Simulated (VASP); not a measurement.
Data:

```
CELL_PARAMETERS angstrom
      4.28305     0.00000     0.00000
      0.00000     4.70887     0.00000
      0.00000     0.00000    15.49220
ATOMIC_POSITIONS crystal
  Os 0.75000 0.08333 0.32274
  Os 0.25000 0.41667 0.32274
  Os 0.75000 0.58333 0.41137
  Os 0.25000 0.91667 0.41137
  Os 0.75000 0.08333 0.50000
  Os 0.25000 0.41667 0.50000
  Os 0.75000 0.58333 0.58863
  Os 0.25000 0.91667 0.58863
  Os 0.75000 0.08333 0.67726
  Os 0.25000 0.41667 0.67726
```

Computed with LDA (Ceperley-Alder, Perdew-Zunger), VASP's LDA PAW potentials (set 64) (plane waves; VASP). Numerical set-up: 300 eV cut-off, 5×5×1 Γ-centred mesh, Gaussian smearing of 0.10 eV, potentials Os.

At this cut-off the stress carries a Pulay error, which pulls relaxed volumes low. The cell holds a wide vacuum, so values per volume refer to the whole cell.

### Question
Which forces act on the atoms, in eV/Å?

### Answer

```csv
atom,Fx,Fy,Fz
Os1,0.000,0.483,1.794
Os2,0.000,-0.483,1.794
Os3,0.000,0.899,-0.378
Os4,0.000,-0.899,-0.378
Os5,0.000,-0.126,0.000
Os6,0.000,0.126,0.000
Os7,0.000,0.899,0.378
Os8,0.000,-0.899,0.378
Os9,0.000,0.483,-1.794
Os10,0.000,-0.483,-1.794
```

### Question
Give the stress tensor in GPa (positive for a compressed cell).

### Answer

```
-10.13    0.00    0.00
  0.00  -13.43    0.00
  0.00    0.00   -9.94
```
The pressure is its mean diagonal, -11.17 GPa.

The cell is a sheet with vacuum, built from a database entry that may be metastable or hypothetical.
